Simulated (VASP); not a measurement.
Write the native input for VASP 6.6.1 that does the following.

```yaml
Task: relaxation of the atoms
Functional: RPBE
Potentials_or_basis: VASP PAW PBE potentials, release 64 (Ca_sv, Cu, H)
Cutoff: 520 eV
k_mesh: 8 × 8 × 8
Occupations: gaussian, width 0.05 eV
Spin: no spin polarisation
Further_INCAR_settings: ALGO = Fast; EDIFF = 1e-07; IBRION = 2; EDIFFG = -0.01; NSW = 40
```

The structure of CaCuH2 lies in POSCAR:

```
CaCuH2
1.0
    1.9452400000      1.1230900000      4.3573800000
   -1.9452400000      1.1230900000      4.3573800000
    0.0000000000     -2.2461700000      4.3573800000
Ca Cu H
1 1 2
Direct
    0.5000000000      0.5000000000      0.5000000000
    0.0000000000      0.0000000000      0.0000000000
    0.8818100000      0.8818100000      0.8818100000
    0.1181900000      0.1181900000      0.1181900000
```

The cell was built by a generator and needn't be a form met in nature.

The input as run:

INCAR

```
ALGO = Fast
EDIFF = 1E-7
EDIFFG = -0.01
ENCUT = 520
GGA = RP
IBRION = 2
ISIF = 2
ISMEAR = 0
LASPH = T
LCHARG = F
LREAL = F
LWAVE = F
NELM = 100
NSW = 40
PREC = Accurate
SIGMA = 0.05
```

KPOINTS

```
k-points
0
Gamma
  8 8 8
```

Potentials or basis: VASP PAW PBE potentials, release 64 (Ca_sv, Cu, H).

Launch:

```sh
$ cat potpaw_PBE.64/Ca_sv/POTCAR potpaw_PBE.64/Cu/POTCAR potpaw_PBE.64/H/POTCAR > POTCAR
$ mpirun -np 1 vasp_std > vasp.out
```

Results of the run:

```
Energy gained by relaxing    : 0.1 meV/atom
Ionic steps                  : 3
Pressure after relaxing      : 1.9 GPa
Largest force after relaxing : 0.006 eV/Å
Band gap on the k mesh       : none (metal or under the smearing width)
```

Caveat: the PAW data sets were made with another functional, which shifts forces and pressure a little.

It took 7 min on 1 thread of AMD EPYC 7R43 64-Core Processor (Zen 3), with other jobs on the host, peak memory 0.23 GiB.
